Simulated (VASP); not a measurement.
Here is the system:

```
CELL_PARAMETERS angstrom
      1.73737    -3.00921     0.00000
      1.73737     3.00921     0.00000
      0.00000     0.00000    13.52872
ATOMIC_POSITIONS crystal
  Te 0.33333 0.66667 0.88470
  Te 0.66667 0.33333 0.38470
  Te 0.66667 0.33333 0.11530
  Te 0.33333 0.66667 0.61530
  Mo 0.33333 0.66667 0.25000
  Mo 0.66667 0.33333 0.75000
```

Computed with PBE GGA, VASP's PBE PAW potentials (set 64) (plane waves; VASP). Settings: 500 eV cut-off, 7×7×2 Γ-centred mesh, Gaussian smearing of 0.050 eV, potentials Te Mo_sv.

Energy and stress use the plane-wave basis of the starting cell. Without a dispersion term in the relaxation, distances and binding between the weakly bound layers, chains or molecules are unreliable, and so is what depends on them.

Q: The ions, cell shape and volume at an external pressure of 10.0 GPa are relaxed. What does this cell relax into?

A: 
```
CELL_PARAMETERS angstrom
      1.70687    -2.95638     0.00000
      1.70687     2.95638     0.00000
      0.00000     0.00000    13.15358
ATOMIC_POSITIONS crystal
  Te 0.33333 0.66667 0.88913
  Te 0.66667 0.33333 0.38913
  Te 0.66667 0.33333 0.11087
  Te 0.33333 0.66667 0.61087
  Mo 0.33333 0.66667 0.25000
  Mo 0.66667 0.33333 0.75000
```
Space group P6_3/mmc (194), at a tolerance of 0.03 Å.

Q: How do energy and volume change from the first to the last step?

A: The energy (σ→0) changes by +67.0 meV/atom and the volume by -6.2 %, in 9 ionic steps.

The compound is MoTe2 in the 2H layered structure. This run relaxes it under an external pressure of 10 GPa. Symmetry was kept, so distortions that lower it aren't found.
